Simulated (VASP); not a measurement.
# MgH2: structure and properties in VASP, part 5 of 6

Aim: relax MgH2, then compute properties on the relaxed cell. The start is a cell from a database of measured crystal structures.

VASP 6.6.1; AM05; plane waves and PAW (Mg, H).

So far, gap on the k-mesh (eV): step 2 (full relaxation (AM05)) 3.74; step 6 (density of states (AM05)) 3.62.

## (7) Zone-centre phonons (AM05) (continued)

Parts of OUTCAR (step 7):

```text
   NELECT =       8.0000    total number of electrons

  Total       -0.0148929     -0.0148929     -0.0035074     -0.0000000      0.0000000      0.0000000
  in kB       -0.3950878     -0.3950878     -0.0930460     -0.0000000      0.0000000      0.0000000
  external PRESSURE =      -0.2944072 kB  Pullay stress =       0.0000000 kB

 POSITION                                       TOTAL-FORCE (eV/Angst)
 -----------------------------------------------------------------------------------
      0.00000      0.00000      0.00000         0.000000      0.000000     -0.000000
      2.24081      2.24081      1.50348         0.000000      0.000000     -0.000000
      1.36437      1.36437      0.00000         0.000842      0.000842      0.000000
      0.87643      3.60518      1.50348        -0.000842      0.000842     -0.000000
      3.11724      3.11724      0.00000        -0.000842     -0.000842     -0.000000
      3.60518      0.87643      1.50348         0.000842     -0.000842     -0.000000
 -----------------------------------------------------------------------------------
    total drift:                               -0.000000     -0.000000      0.000000

 MACROSCOPIC STATIC DIELECTRIC TENSOR (including local field effects in DFT)
 ------------------------------------------------------
           4.106120     0.000000     0.000000
           0.000000     4.106120     0.000000
           0.000000     0.000000     4.135419
 ------------------------------------------------------

 PIEZOELECTRIC TENSOR (including local field effects)  for field in x, y, z        (C/m^2)
          XX          YY          ZZ          XY          YZ          ZX
  --------------------------------------------------------------------------------
  x     0.00000     0.00000     0.00000     0.00000     0.00000     0.00000
  y     0.00000     0.00000     0.00000     0.00000     0.00000     0.00000
  z     0.00000     0.00000     0.00000     0.00000     0.00000     0.00000

 BORN EFFECTIVE CHARGES (including local field effects) (in |e|, cummulative output)
 ---------------------------------------------------------------------------------
 ion    1
    1     1.84976     0.12211     0.00000
    2     0.12211     1.84976     0.00000
    3     0.00000     0.00000     1.94292
 ion    2
    1     1.84976    -0.12211     0.00000
    2    -0.12211     1.84976     0.00000
    3     0.00000     0.00000     1.94292
 ion    3
    1    -0.92488    -0.21541     0.00000
    2    -0.21541    -0.92488     0.00000
    3     0.00000     0.00000    -0.97146
 ion    4
    1    -0.92488     0.21541     0.00000
    2     0.21541    -0.92488     0.00000
    3     0.00000     0.00000    -0.97146
 ion    5
    1    -0.92488    -0.21541     0.00000
    2    -0.21541    -0.92488     0.00000
    3     0.00000     0.00000    -0.97146
 ion    6
    1    -0.92488     0.21541     0.00000
    2     0.21541    -0.92488     0.00000
    3     0.00000     0.00000    -0.97146

 Eigenvectors and eigenvalues of the dynamical matrix
 ----------------------------------------------------

   1 f  =   44.558513 THz   279.969393 2PiTHz 1486.312000 cm-1   184.279119 meV
             X         Y         Z           dx          dy          dz
      0.000000  0.000000  0.000000    -0.000000   -0.000000    0.000000
      2.240806  2.240806  1.503482    -0.000000   -0.000000    0.000000
      1.364371  1.364371  0.000000    -0.353553   -0.353553   -0.000000
      0.876435  3.605176  1.503482    -0.353553    0.353553    0.000000
      3.117241  3.117241  0.000000     0.353553    0.353553   -0.000000
      3.605176  0.876435  1.503482     0.353553   -0.353553   -0.000000

   2 f  =   39.539019 THz   248.430985 2PiTHz 1318.879720 cm-1   163.520171 meV
             X         Y         Z           dx          dy          dz
      0.000000  0.000000  0.000000     0.000000   -0.000000   -0.000000
      2.240806  2.240806  1.503482    -0.000000    0.000000    0.000000
      1.364371  1.364371  0.000000    -0.353553   -0.353553   -0.000000
[...]
0.876435  3.605176  1.503482    -0.000000   -0.000000    0.480600
      3.117241  3.117241  0.000000    -0.000000   -0.000000    0.480600
      3.605176  0.876435  1.503482     0.000000    0.000000    0.480600

   9 f  =   22.273909 THz   139.951098 2PiTHz  742.977630 cm-1    92.117444 meV
             X         Y         Z           dx          dy          dz
      0.000000  0.000000  0.000000     0.000000   -0.000000   -0.000000
      2.240806  2.240806  1.503482     0.000000   -0.000000   -0.000000
      1.364371  1.364371  0.000000    -0.353553    0.353553   -0.000000
      0.876435  3.605176  1.503482    -0.353553   -0.353553   -0.000000
      3.117241  3.117241  0.000000     0.353553   -0.353553    0.000000
      3.605176  0.876435  1.503482     0.353553    0.353553   -0.000000

  10 f  =   14.663166 THz    92.131390 2PiTHz  489.110574 cm-1    60.641955 meV
             X         Y         Z           dx          dy          dz
      0.000000  0.000000  0.000000    -0.178133   -0.129622   -0.000000
      2.240806  2.240806  1.503482    -0.141434    0.071234    0.000000
      1.364371  1.364371  0.000000     0.345689   -0.190935   -0.000000
      0.876435  3.605176  1.503482     0.441748    0.334808   -0.000000
      3.117241  3.117241  0.000000     0.345689   -0.190935    0.000000
      3.605176  0.876435  1.503482     0.441748    0.334808   -0.000000

  11 f  =   14.663166 THz    92.131390 2PiTHz  489.110574 cm-1    60.641955 meV
             X         Y         Z           dx          dy          dz
      0.000000  0.000000  0.000000     0.071234    0.141434    0.000000
      2.240806  2.240806  1.503482    -0.129622    0.178133   -0.000000
      1.364371  1.364371  0.000000     0.334808   -0.441748    0.000000
      0.876435  3.605176  1.503482    -0.190935   -0.345689   -0.000000
      3.117241  3.117241  0.000000     0.334808   -0.441748   -0.000000
      3.605176  0.876435  1.503482    -0.190935   -0.345689    0.000000

  12 f  =    8.951635 THz    56.244782 2PiTHz  298.594404 cm-1    37.020971 meV
             X         Y         Z           dx          dy          dz
      0.000000  0.000000  0.000000     0.631641    0.260864   -0.000000
      2.240806  2.240806  1.503482    -0.649561   -0.301677    0.000000
      1.364371  1.364371  0.000000    -0.019055    0.032107   -0.000000
      0.876435  3.605176  1.503482     0.063084    0.068172   -0.000000
      3.117241  3.117241  0.000000    -0.019055    0.032107    0.000000
      3.605176  0.876435  1.503482     0.063084    0.068172   -0.000000

  13 f  =    8.951635 THz    56.244782 2PiTHz  298.594404 cm-1    37.020971 meV
             X         Y         Z           dx          dy          dz
      0.000000  0.000000  0.000000     0.301677   -0.649561    0.000000
      2.240806  2.240806  1.503482    -0.260864    0.631641   -0.000000
      1.364371  1.364371  0.000000    -0.068172    0.063084    0.000000
      0.876435  3.605176  1.503482    -0.032107   -0.019055   -0.000000
      3.117241  3.117241  0.000000    -0.068172    0.063084   -0.000000
      3.605176  0.876435  1.503482    -0.032107   -0.019055    0.000000
    [... 43 further lines ...]
      3.117241  3.117241  0.000000    -0.000000    0.000000    0.137927
      3.605176  0.876435  1.503482    -0.000000    0.000000    0.137927

 MACROSCOPIC STATIC DIELECTRIC TENSOR IONIC CONTRIBUTION
 ------------------------------------------------------
           7.736242     0.000000     0.000000
           0.000000     7.736242     0.000000
           0.000000     0.000000     4.213467
 ------------------------------------------------------

 ELASTIC MODULI CONTR FROM IONIC RELAXATION (kBar)
 Direction    XX          YY          ZZ          XY          YZ          ZX
 --------------------------------------------------------------------------------
 XX         -52.7170     50.0172      6.7430      0.0000      0.0000      0.0000
 YY          50.0172    -52.7170      6.7430     -0.0000     -0.0000     -0.0000
 ZZ           6.7430      6.7430    -33.6820     -0.0000      0.0000      0.0000
 XY           0.0000     -0.0000     -0.0000     -9.5840     -0.0000      0.0000
 YZ           0.0000     -0.0000      0.0000     -0.0000    -61.1444      0.0000
 ZX           0.0000     -0.0000      0.0000      0.0000      0.0000    -61.1470
 --------------------------------------------------------------------------------

 PIEZOELECTRIC TENSOR IONIC CONTR  for field in x, y, z        (C/m^2)
          XX          YY          ZZ          XY          YZ          ZX
  --------------------------------------------------------------------------------
  x     0.00000    -0.00000    -0.00000     0.00000    -0.00000     0.00000
  y     0.00000     0.00000     0.00000     0.00000    -0.00000     0.00000
  z     0.00000    -0.00000     0.00000     0.00000    -0.00000     0.00000

[... 10 parts as in an earlier step ...]

[... 1 further part left out ...]
```

Energies printed during the response cycles are not total energies of the cell.

Numbers from this step:

* bands: 10
* irreducible k-points: 24
* pressure of the cell: -0.02944 GPa
* largest force of the cell: 0.001191 eV/Å
* Fermi energy: -0.1643 eV
* valence top at k: 0.2, 0, 0
* conduction bottom at k: 0.4, 0.4, 0.4286
* least direct gap at k: 0.2, 0, 0
* gap on the k-mesh: 3.741 eV
* least direct gap on the k-mesh: 4.628 eV

Electronic dielectric tensor with local fields:

```
4.11 0.00 0.00
0.00 4.11 0.00
0.00 0.00 4.14
```

Ionic part of the static dielectric tensor:

```
7.74 0.00 0.00
0.00 7.74 0.00
0.00 0.00 4.21
```

Born effective charge (e), principal values of the symmetric part by kind of site:

```tsv
atom	atoms with these values	low	middle	high	mean
Mg1	2	1.73	1.94	1.97	1.88
H3	4	-1.14	-0.97	-0.71	-0.94
```

In full for H3:

```
-0.92 -0.22  0.00
-0.22 -0.92  0.00
 0.00  0.00 -0.97
```

Infrared lines, with heights relative to the strongest:

```tsv
position (cm⁻¹)	lines merged	squared mode dipole, relative
181	1	0.0
229	1	0.0
299	2	1.0
489	2	93
743	1	0.0
889	1	100
996	2	0.0
1131	1	0.0
1218	2	96
1319	1	0.0
1486	1	0.0
```

Transverse limit, no LO-TO splitting. The modes at Γ (shares of kinetic energy by element, %):

```tsv
mode	frequency (cm⁻¹)	symmetry	IR	Mg %	H %
1	-0.1	acoustic	3.6e-6	92	8
2	-0.1	acoustic	3.8e-6	92	8
3	-0.1	acoustic	3.8e-6	92	8
4	180.6	Bu	0	98	2
5	229.2	Bg	0	0	100
6	298.6	Eu	0.021	98	2
7	298.6	Eu	0.021	98	2
8	489.1	Eu	1.9	7	93
9	489.1	Eu	1.9	7	93
10	743.0	A2g	0	0	100
11	888.6	A2u	4.1	8	92
12	995.8	Eg	0	0	100
13	995.8	Eg	3.1e-33	0	100
14	1131.1	Bu	0	2	98
15	1218.5	Eu	2.0	2	98
16	1218.5	Eu	2.0	2	98
17	1318.9	A1g	0	0	100
18	1486.3	Bg	0	0	100
```

Displacements in mode 4 (180.6 cm⁻¹), the largest set to 1:
```
Mg1  0.00  0.00  1.00
Mg2  0.00  0.00 -1.00
H3   0.00  0.00 -0.54
H4   0.00  0.00  0.54
H5   0.00  0.00 -0.54
H6   0.00  0.00  0.54
```

Displacements in mode 18 (1486.3 cm⁻¹), the largest set to 1:
```
Mg1  0.00  0.00  0.00
Mg2  0.00  0.00  0.00
H3  -1.00 -1.00  0.00
H4  -1.00  1.00  0.00
H5   1.00  1.00  0.00
H6   1.00 -1.00  0.00
```

The Born charges sum to zero; the printed set may have that rule imposed, so this is no test. Born charges and mode vectors give each infrared mode its dipole; summed over the modes, dipole squared over frequency squared adds 6.56 to the electronic 4.12, for a mean static constant of 10.7. By the characters of their eigenvectors the optical modes sort into (cm⁻¹) Raman active: Bg 229, Eg 996, A1g 1319, Bg 1486; infrared active: Eu 299, Eu 489, A2u 889, Eu 1218; silent: Bu 181, A2g 743, Bu 1131. B labels carry no number here, since it depends on the setting of the axes. With a centre of inversion no mode is active in both.

## (8) Volume scan with AM05

An equation of state needs energies on both sides of the minimum, all on one mesh and cutoff.

Input file INCAR:

```
SYSTEM = MgH2
PREC = Accurate
ENCUT = 400
EDIFF = 1E-06
NELM = 100
ISMEAR = 0
SIGMA = 0.05
LREAL = .FALSE.
ALGO = Normal
GGA = AM
NBANDS = 10
LORBIT = 11
LWAVE = .FALSE.
LCHARG = .FALSE.
KPAR = 4
ISIF = 2
```

Input file POSCAR:

```
MgH2
1.0
    4.3901242500      0.0000000000      0.0000000000
    0.0000000000      4.3901242500      0.0000000000
    0.0000000000      0.0000000000      2.9455795675
Mg H
2 4
Direct
    0.0000000000      0.0000000000      0.0000000000
    0.5000000000      0.5000000000      0.5000000000
    0.3044375503      0.3044375503      0.0000000000
    0.1955624497      0.8044375503      0.5000000000
    0.6955624497      0.6955624497      0.0000000000
    0.8044375503      0.1955624497      0.5000000000
```

Input file KPOINTS:

```
Automatic mesh
0
Gamma
5 5 7
0 0 0
```

The projector-augmented-wave data sets are Mg and H (PBE family, release 64).

The run is started by

```bash
mpirun -np 4 vasp_std
```

Output:

```text
[... set-up lines as in an earlier step ...]
 entering main loop
       N       E                     dE             d eps       ncg     rms          rms(c)
DAV:   1    -0.309462945441E+01   -0.30946E+01   -0.27584E+03   488   0.493E+02
DAV:   2    -0.176075143515E+02   -0.14513E+02   -0.13372E+02   614   0.706E+01
DAV:   3    -0.182671183056E+02   -0.65960E+00   -0.65890E+00   576   0.154E+01
DAV:   4    -0.182697163135E+02   -0.25980E-02   -0.25979E-02   564   0.106E+00
DAV:   5    -0.182697362068E+02   -0.19893E-04   -0.19893E-04   584   0.972E-02    0.616E+00
DAV:   6    -0.174701697845E+02    0.79957E+00   -0.52547E-01   516   0.374E+00    0.323E+00
DAV:   7    -0.171863527931E+02    0.28382E+00   -0.72963E-01   532   0.479E+00    0.461E-01
DAV:   8    -0.171931226643E+02   -0.67699E-02   -0.16644E-02   522   0.863E-01    0.660E-02
DAV:   9    -0.171930740617E+02    0.48603E-04   -0.30349E-04   624   0.113E-01    0.192E-02
DAV:  10    -0.171931034714E+02   -0.29410E-04   -0.54690E-05   514   0.518E-02    0.956E-03
DAV:  11    -0.171931017384E+02    0.17330E-05   -0.46152E-06   538   0.105E-02    0.166E-03
DAV:  12    -0.171931017516E+02   -0.13151E-07   -0.16012E-07   292   0.292E-03
   1 F= -.17193102E+02 E0= -.17193102E+02  d E =-.590587E-16
```

The job ended after 3.4 s (4 MPI ranks of Intel Xeon Platinum 8559C (Emerald Rapids), shared host; peak memory 0.54 GiB; 11 s of CPU time).

OUTCAR, selected parts (step 8):

```text
   ENCUT  =  400.0 eV  29.40 Ry    5.42 a.u.   7.16  7.16  4.80*2*pi/ulx,y,z

   NELECT =       8.0000    total number of electrons

 E-fermi :   0.1092

 k-point     1 :       0.0000    0.0000    0.0000
  band No.  band energies     occupation
      1      -7.0615      2.00000
      2      -1.6950      2.00000
      3      -1.6950      2.00000
      4      -0.5700      2.00000
      5       4.2725      0.00000
      6       5.0778      0.00000
      7       9.2733      0.00000
      8       9.2733      0.00000
      9      10.9685      0.00000
    ...

  Total        1.1107832      1.1107832      1.5935857      0.0000000      0.0000000      0.0000000
  in kB       31.3484094     31.3484094     44.9740117      0.0000000      0.0000000      0.0000000
  external PRESSURE =      35.8902768 kB  Pullay stress =       0.0000000 kB

 POSITION                                       TOTAL-FORCE (eV/Angst)
 -----------------------------------------------------------------------------------
      0.00000      0.00000      0.00000         0.000000     -0.000000      0.000000
      2.19506      2.19506      1.47279         0.000000     -0.000000      0.000000
      1.33652      1.33652      0.00000        -0.012833     -0.012833      0.000000
      0.85854      3.53158      1.47279         0.012833     -0.012833      0.000000
      3.05361      3.05361      0.00000         0.012833      0.012833     -0.000000
      3.53158      0.85854      1.47279        -0.012833      0.012833     -0.000000
 -----------------------------------------------------------------------------------
    total drift:                               -0.000000     -0.000000      0.000000

  FREE ENERGIE OF THE ION-ELECTRON SYSTEM (eV)
  ---------------------------------------------------
  free  energy   TOTEN  =       -17.1931017516 eV

  energy  without entropy=      -17.1931017516  energy(sigma->0) =      -17.19310175

[... 5 parts as in an earlier step ...]

[... 11 further parts left out ...]
```

The scan keeps the cell's shape and the fractional positions fixed.

This step gave:

- free energy (TOTEN): -17.19 eV
- Fermi energy: 0.1092 eV
- pressure: 3.589 GPa
- gap on the k-mesh: 3.835 eV
- least direct gap on the k-mesh: 4.703 eV

The pressure here is 3.59 GPa.

## (9) Volume scan with AM05 (run 2)

INCAR is that of step 8.

POSCAR: that of step 8 with these lines changed.

```diff
@@ -2,5 +2,5 @@
 1.0
-    4.3901242500      0.0000000000      0.0000000000
-    0.0000000000      4.3901242500      0.0000000000
-    0.0000000000      0.0000000000      2.9455795675
+    4.4210416366      0.0000000000      0.0000000000
+    0.0000000000      4.4210416366      0.0000000000
+    0.0000000000      0.0000000000      2.9663237691
 Mg H
```

KPOINTS is that of step 8.

The run is started by

```bash
mpirun -np 4 vasp_std
```

Output:

```text
[... set-up lines as in an earlier step ...]
 entering main loop
       N       E                     dE             d eps       ncg     rms          rms(c)
DAV:   1    -0.246669831583E+01   -0.24667E+01   -0.27367E+03   488   0.492E+02
DAV:   2    -0.177055884481E+02   -0.15239E+02   -0.14839E+02   620   0.710E+01
DAV:   3    -0.182885313548E+02   -0.58294E+00   -0.58224E+00   638   0.152E+01
DAV:   4    -0.182905843021E+02   -0.20529E-02   -0.20528E-02   568   0.951E-01
DAV:   5    -0.182906033209E+02   -0.19019E-04   -0.19019E-04   576   0.939E-02    0.610E+00
DAV:   6    -0.174929994930E+02    0.79760E+00   -0.53485E-01   516   0.375E+00    0.319E+00
DAV:   7    -0.172125508963E+02    0.28045E+00   -0.73494E-01   524   0.477E+00    0.463E-01
DAV:   8    -0.172195019573E+02   -0.69511E-02   -0.16887E-02   522   0.864E-01    0.649E-02
DAV:   9    -0.172194640647E+02    0.37893E-04   -0.31108E-04   630   0.115E-01    0.194E-02
DAV:  10    -0.172194951269E+02   -0.31062E-04   -0.56386E-05   520   0.523E-02    0.959E-03
DAV:  11    -0.172194934081E+02    0.17188E-05   -0.48190E-06   542   0.106E-02    0.175E-03
DAV:  12    -0.172194934165E+02   -0.83683E-08   -0.18378E-07   282   0.307E-03
   1 F= -.17219493E+02 E0= -.17219493E+02  d E =-.146648E-15
```

Elapsed: 3.4 s, on 4 MPI ranks; peak memory 0.53 GiB; 10 s of CPU time.

OUTCAR, selected parts (step 9):

```text
   ENCUT  =  400.0 eV  29.40 Ry    5.42 a.u.   7.21  7.21  4.84*2*pi/ulx,y,z

   NELECT =       8.0000    total number of electrons

 E-fermi :   0.0099

 k-point     1 :       0.0000    0.0000    0.0000
  band No.  band energies     occupation
      1      -7.0482      2.00000
      2      -1.7654      2.00000
      3      -1.7654      2.00000
      4      -0.6650      2.00000
      5       4.2039      0.00000
      6       4.9031      0.00000
      7       9.0712      0.00000
      8       9.0712      0.00000
      9      10.7842      0.00000
    ...

  Total        0.7156361      0.7156361      1.0336969      0.0000000      0.0000000      0.0000000
  in kB       19.7758468     19.7758468     28.5651180      0.0000000      0.0000000      0.0000000
  external PRESSURE =      22.7056039 kB  Pullay stress =       0.0000000 kB

 POSITION                                       TOTAL-FORCE (eV/Angst)
 -----------------------------------------------------------------------------------
      0.00000      0.00000      0.00000         0.000000      0.000000      0.000000
      2.21052      2.21052      1.48316         0.000000      0.000000      0.000000
      1.34593      1.34593      0.00000        -0.007976     -0.007976      0.000000
      0.86459      3.55645      1.48316         0.007976     -0.007976      0.000000
      3.07511      3.07511      0.00000         0.007976      0.007976      0.000000
      3.55645      0.86459      1.48316        -0.007976      0.007976      0.000000
 -----------------------------------------------------------------------------------
    total drift:                               -0.000000     -0.000000      0.000000

  FREE ENERGIE OF THE ION-ELECTRON SYSTEM (eV)
  ---------------------------------------------------
  free  energy   TOTEN  =       -17.2194934165 eV

  energy  without entropy=      -17.2194934165  energy(sigma->0) =      -17.21949342

[... 5 parts as in an earlier step ...]

[... 11 further parts left out ...]
```

This step gave:

| Quantity | Value |
| --- | --- |
| free energy (TOTEN) | -17.22 eV |
| Fermi energy | 0.0099 eV |
| pressure | 2.271 GPa |
| gap on the k-mesh | 3.804 eV |
| least direct gap on the k-mesh | 4.680 eV |

The pressure falls from 3.59 to 2.27 GPa.

The run ends at a pressure of 2.27 GPa, with forces up to 0.011 eV/Å.

[end of part 5 of 6]

[Lines on the potential files, build, host, timing and source positions are cut from VASP's logs without a mark.]

[Logs are printed without paths, hosts, clocks, repeated set-up lines and the standing remarks that a program may print on its own settings, such as how far it seeks lower states.]

[Hosts, paths, dates, database ids (printed as entryN), source tags and the programs' standing remarks are cut or masked in the printed files.]

[A measured line is paired with the nearest computed mode of its activity, which favours agreement.]

[In band tables of VASP the shares of atoms and orbitals are scaled to a sum of 1 inside the atoms' spheres.]
